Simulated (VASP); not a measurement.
# MoS2: phonons from a supercell, part 2 of 4

Aim: the phonon dispersion and thermal properties of MoS2. The start is a cell from a database of measured crystal structures.

VASP 6.6.1; PBEsol, no spin polarisation; plane waves and PAW (Mo, S).

So far. Step 2 (Relax the host): The run ended after 8 ionic steps, 0.007 eV below its first step, once forces and stress met EDIFFG = -0.02. The relaxed cell has a = 3.143, c = 18.602 Å (conventional setting).

### 3. Tight relaxation

Force constants are second derivatives, so residual forces and stress must first be far smaller than in an ordinary relaxation. Mesh differs from the relaxation before, which can move the cell too.

Input file INCAR:

```
SYSTEM = MoS2
PREC = Accurate
ENCUT = 350
EDIFF = 1E-08
NELM = 120
ISMEAR = 0
SIGMA = 0.05
LREAL = .FALSE.
ALGO = Fast
GGA = PS
NBANDS = 15
LASPH = .TRUE.
LORBIT = 11
LWAVE = .FALSE.
LCHARG = .FALSE.
KPAR = 4
IBRION = 1
NSW = 30
ISIF = 3
EDIFFG = -0.002
POTIM = 0.4
```

Input file POSCAR:

```
MoS2
1.0
    1.5715714626      0.9073472070      6.2006967407
   -1.5715714626      0.9073472070      6.2006967407
    0.0000000000     -1.8146944140      6.2006967407
Mo S
1 2
Direct
    0.0000797177      0.0000797177      0.0000797177
    0.4173506280      0.4173506280      0.4173506280
    0.2495696543      0.2495696543      0.2495696543
```

Input file KPOINTS:

```
Automatic mesh
0
Gamma
10 10 10
0 0 0
```

Potentials, in the order of the species: Mo and S (PBE family, release 64).

On the command line:

```
> mpirun -np 4 vasp_std
```

What it wrote:

```text
[banner, memory and clock lines left out]
running    4 mpi-ranks, on    1 nodes
 distrk:  each k-point on    1 cores,    4 groups
 distr:  one band on    1 cores,    1 groups

 POSCAR found type information on POSCAR MoS
 POSCAR found :  2 types and       3 ions
 [... a notice as in an earlier step ...]

 LDA part: xc-table for (Slater+PW92), standard interpolation
 POSCAR, INCAR and KPOINTS ok, starting setup
 FFT: planning ... GRIDC
 FFT: planning ... GRID_SOFT
 FFT: planning ... GRID
 WAVECAR not read
 entering main loop
       N       E                     dE             d eps       ncg     rms          rms(c)
DAV:   1     0.568428093411E+02    0.56843E+02   -0.63385E+03  3592   0.752E+02
DAV:   2    -0.213348851380E+02   -0.78178E+02   -0.73826E+02  4596   0.183E+02
DAV:   3    -0.248584978500E+02   -0.35236E+01   -0.35062E+01  4341   0.408E+01
DAV:   4    -0.248969226011E+02   -0.38425E-01   -0.38413E-01  4768   0.467E+00
DAV:   5    -0.248976637766E+02   -0.74118E-03   -0.74113E-03  4572   0.627E-01    0.270E+01
RMM:   6    -0.237361223884E+02    0.11615E+01   -0.35608E+00  3480   0.104E+01    0.933E+00
RMM:   7    -0.234782731766E+02    0.25785E+00   -0.82651E-01  3480   0.570E+00    0.723E+00
RMM:   8    -0.234077281023E+02    0.70545E-01   -0.46633E-01  3480   0.400E+00    0.906E-01
RMM:   9    -0.234028887744E+02    0.48393E-02   -0.57078E-02  3480   0.205E+00    0.768E-01
RMM:  10    -0.234036264138E+02   -0.73764E-03   -0.12454E-02  3480   0.720E-01    0.240E-01
RMM:  11    -0.234036264436E+02   -0.29827E-07   -0.17721E-03  3480   0.329E-01    0.130E-01
RMM:  12    -0.234036476250E+02   -0.21181E-04   -0.63264E-04  3480   0.141E-01    0.415E-02
RMM:  13    -0.234036438293E+02    0.37957E-05   -0.10732E-04  3489   0.696E-02    0.249E-02
RMM:  14    -0.234036463705E+02   -0.25412E-05   -0.30943E-05  3590   0.330E-02    0.874E-03
RMM:  15    -0.234036473037E+02   -0.93313E-06   -0.58489E-06  3565   0.146E-02    0.220E-03
RMM:  16    -0.234036472378E+02    0.65824E-07   -0.15642E-06  3480   0.795E-03    0.160E-03
RMM:  17    -0.234036472622E+02   -0.24363E-07   -0.32541E-07  3547   0.413E-03    0.574E-04
RMM:  18    -0.234036472696E+02   -0.73937E-08   -0.73123E-08  3211   0.174E-03
   1 F= -.23403647E+02 E0= -.23403647E+02  d E =-.234036E+02
 BRION: g(F)=  0.160E-04 g(S)=  0.139E-04
 bond charge predicted
       N       E                     dE             d eps       ncg     rms          rms(c)
DAV:   1    -0.234036721028E+02   -0.24841E-04   -0.20540E-03  4796   0.269E-01    0.266E-02
RMM:   2    -0.234036653770E+02    0.67258E-05   -0.61815E-05  3480   0.563E-02    0.196E-02
RMM:   3    -0.234036623824E+02    0.29946E-05   -0.87099E-06  3480   0.229E-02    0.598E-03
RMM:   4    -0.234036611840E+02    0.11984E-05   -0.31422E-06  3480   0.108E-02    0.353E-03
RMM:   5    -0.234036610311E+02    0.15285E-06   -0.76975E-07  3480   0.541E-03    0.162E-03
RMM:   6    -0.234036610210E+02    0.10079E-07   -0.12690E-07  3492   0.260E-03    0.444E-04
RMM:   7    -0.234036610222E+02   -0.11107E-08   -0.34525E-08  2874   0.121E-03
   2 F= -.23403661E+02 E0= -.23403661E+02  d E =-.137526E-04
[... from here on, the cycles between the ionic steps are left out ...]
   3 F= -.23403666E+02 E0= -.23403666E+02  d E =-.544004E-05
   4 F= -.23403677E+02 E0= -.23403677E+02  d E =-.105148E-04
   5 F= -.23403684E+02 E0= -.23403684E+02  d E =-.655358E-05
   6 F= -.23403698E+02 E0= -.23403698E+02  d E =-.141503E-04
   7 F= -.23403720E+02 E0= -.23403720E+02  d E =-.222796E-04
   8 F= -.23403711E+02 E0= -.23403711E+02  d E =0.934332E-05
   9 F= -.23403706E+02 E0= -.23403706E+02  d E =0.475514E-05
  10 F= -.23403720E+02 E0= -.23403720E+02  d E =-.138389E-04
  11 F= -.23403679E+02 E0= -.23403679E+02  d E =0.411736E-04
  12 F= -.23403747E+02 E0= -.23403747E+02  d E =-.681429E-04
  13 F= -.23403750E+02 E0= -.23403750E+02  d E =-.289521E-05
 BRION: g(F)=  0.144E-04 g(S)=  0.146E-06 retain N=  1 mean eig= 5.18
 eig:   5.175
 bond charge predicted
       N       E                     dE             d eps       ncg     rms          rms(c)
DAV:   1    -0.234037528205E+02   -0.32536E-05   -0.40297E-04  3844   0.116E-01    0.102E-02
RMM:   2    -0.234037530840E+02   -0.26356E-06   -0.73661E-06  3480   0.209E-02    0.383E-03
RMM:   3    -0.234037530352E+02    0.48774E-07   -0.88808E-07  3480   0.736E-03    0.202E-03
RMM:   4    -0.234037530037E+02    0.31589E-07   -0.16787E-07  3480   0.317E-03    0.200E-03
RMM:   5    -0.234037529930E+02    0.10636E-07   -0.93510E-08  3480   0.194E-03    0.283E-04
RMM:   6    -0.234037529934E+02   -0.38358E-09   -0.11900E-08  2400   0.774E-04
  14 F= -.23403753E+02 E0= -.23403753E+02  d E =-.342803E-05
 BRION: g(F)=  0.141E-06 g(S)=  0.274E-07 retain N=  2 mean eig= 7.24
 eig:   7.240  7.240
 reached required accuracy - stopping structural energy minimisation
```

Elapsed: 3.9 min, on 4 MPI ranks of Intel Xeon 6975P-C (Granite Rapids), shared host; peak memory 1.1 GiB; 14 min of CPU time.

OUTCAR, selected parts (step 3):

```text
  LATTYP: Found a trigonal (rhomboedric) cell.
 ALAT       =     6.4607860115
 COS(alpha) =     0.8816610940

The static configuration has the point symmetry C_3v.

 Found    116 irreducible k-points:

   k-points           NKPTS =    116   k-points in BZ     NKDIM =    116   number of bands    NBANDS=     15

   ENCUT  =  350.0 eV  25.72 Ry    5.07 a.u.   9.86  9.86  9.86*2*pi/ulx,y,z

   NELECT =      18.0000    total number of electrons

 E-fermi :   5.9451

 k-point     1 :       0.0000    0.0000    0.0000
  band No.  band energies     occupation
    ...
      5       2.4939      2.00000
      6       3.6425      2.00000
      7       3.6425      2.00000
      8       4.4859      2.00000
      9       4.5245      2.00000
     10       7.9634      0.00000
     11       7.9634      0.00000
     12       8.3174      0.00000
     13       8.3174      0.00000
     14      11.5745      0.00000
    ...

 k-point     2 :       0.1000    0.0000    0.0000
  band No.  band energies     occupation
    ...
      5       2.6607      2.00000
      6       3.0583      2.00000
      7       3.3971      2.00000
      8       4.4832      2.00000
      9       4.7636      2.00000
     10       7.7950      0.00000
     11       7.8728      0.00000
     12       8.1365      0.00000
     13       8.2274      0.00000
     14      12.2672      0.00000
    ...

  Total       -0.0009168     -0.0009168      0.0006698      0.0000000      0.0000000      0.0000000
  in kB       -0.0275801     -0.0275801      0.0201488      0.0000000      0.0000000      0.0000000
  external PRESSURE =      -0.0116705 kB  Pullay stress =       0.0000000 kB

  energy-cutoff  :      350.00
  volume of cell :       53.26
      direct lattice vectors                 reciprocal lattice vectors
     1.571188150  0.907125901  6.227793808     0.318230506  0.183730468  0.053523502
    -1.571188150  0.907125901  6.227793808    -0.318230506  0.183730468  0.053523502
     0.000000000 -1.814251803  6.227793808     0.000000000 -0.367460937  0.053523502

 POSITION                                       TOTAL-FORCE (eV/Angst)
 -----------------------------------------------------------------------------------
      0.00000     -0.00000      0.00184         0.000000     -0.000000      0.000427
      0.00000     -0.00000      7.79084        -0.000000      0.000000     -0.001516
      0.00000     -0.00000      4.66913         0.000000     -0.000000      0.001089
 -----------------------------------------------------------------------------------
    total drift:                                0.000000     -0.000000      0.000591

  FREE ENERGIE OF THE ION-ELECTRON SYSTEM (eV)
  ---------------------------------------------------
  free  energy   TOTEN  =       -23.4037529934 eV

  energy  without entropy=      -23.4037529934  energy(sigma->0) =      -23.40375299

 total charge
# of ion       s       p       d       tot
------------------------------------------
    1        0.426   0.628   4.466   5.519
    2        1.360   2.318   0.000   3.678
    3        1.359   2.319   0.000   3.678
--------------------------------------------------
tot          3.144   5.265   4.466  12.875

[... 4 parts as in an earlier step ...]

[... 6 further parts left out ...]
```

CONTCAR:

```
MoS2
   1.00000000000000
     1.5711881498254892    0.9071259012664393    6.2277938082765054
    -1.5711881498254892    0.9071259012664393    6.2277938082765054
     0.0000000000000000   -1.8142518025328862    6.2277938082765054
  Mo              S
     1     2
Direct
     0.0000987107602410    0.0000987107602410    0.0000987107602410
     0.4169931527213719    0.4169931527213719    0.4169931527213719
     0.2499081365183821    0.2499081365183821    0.2499081365183821
```

Step by step:

| step | energy less that of the first step (eV) | largest force (eV/Å) | pressure (GPa) | volume (Å³) |
| --- | --- | --- | --- | --- |
| 1 | 0.0000 | 0.0157 | 0.00 | 53.05 |
| 2 | 0.0000 | 0.0140 | 0.01 | 53.05 |
| 3 | 0.0000 | 0.0238 | 0.01 | 53.07 |
| 4 | 0.0000 | 0.0111 | 0.01 | 53.07 |
| 5 | 0.0000 | 0.0077 | 0.01 | 53.08 |
| 6 | -0.0001 | 0.0105 | 0.01 | 53.10 |
| 7 | -0.0001 | 0.0168 | 0.02 | 53.15 |
| 8 | -0.0001 | 0.0060 | 0.01 | 53.12 |
| 9 | -0.0001 | 0.0076 | 0.02 | 53.11 |
| 10 | -0.0001 | 0.0070 | 0.04 | 53.14 |
| 11 | 0.0000 | 0.0036 | 0.06 | 53.06 |
| 12 | -0.0001 | 0.0186 | 0.00 | 53.25 |
| 13 | -0.0001 | 0.0158 | 0.00 | 53.26 |
| 14 | -0.0001 | 0.0015 | 0.00 | 53.26 |

| conventional cell, symmetrised | before | after | change |
| --- | --- | --- | --- |
| a (Å) | 3.143 | 3.142 | -0.0 % |
| b (Å) | 3.143 | 3.142 | -0.0 % |
| c (Å) | 18.602 | 18.683 | +0.4 % |
| volume (Å³/atom) | 17.68 | 17.75 | +0.4 % |

Final coordinates:

```xyz
3
Lattice="1.5712 0.9071 6.2278 -1.5712 0.9071 6.2278 0.0000 -1.8143 6.2278" Properties=species:S:1:pos:R:3 pbc="T T T"
Mo    0.0000    0.0000    0.0018
S     0.0000    0.0000    7.7908
S     0.0000    0.0000    4.6691
```

Numbers from this step:

| Quantity | Value |
| --- | --- |
| electronic cycles | 124 |
| Fermi energy | 5.945 eV |
| pressure | -0.001167 GPa |
| gap on the k-mesh | 1.005 eV |
| least direct gap on the k-mesh | 2.016 eV |

The run ended after 14 ionic steps, 0.000 eV below its first step, once forces and stress met EDIFFG = -0.002.

(Part 2 of 4 ends here.)

[Lines on the potential files, build, host, timing and source positions are cut from VASP's logs without a mark.]

[Logs are printed without paths, hosts, clocks, repeated set-up lines and the standing remarks that a program may print on its own settings, such as how far it seeks lower states.]

[Hosts, paths, dates, database ids (printed as entryN), source tags and the programs' standing remarks are cut or masked in the printed files.]

[Runs that stopped without an error message from VASP are left out.]
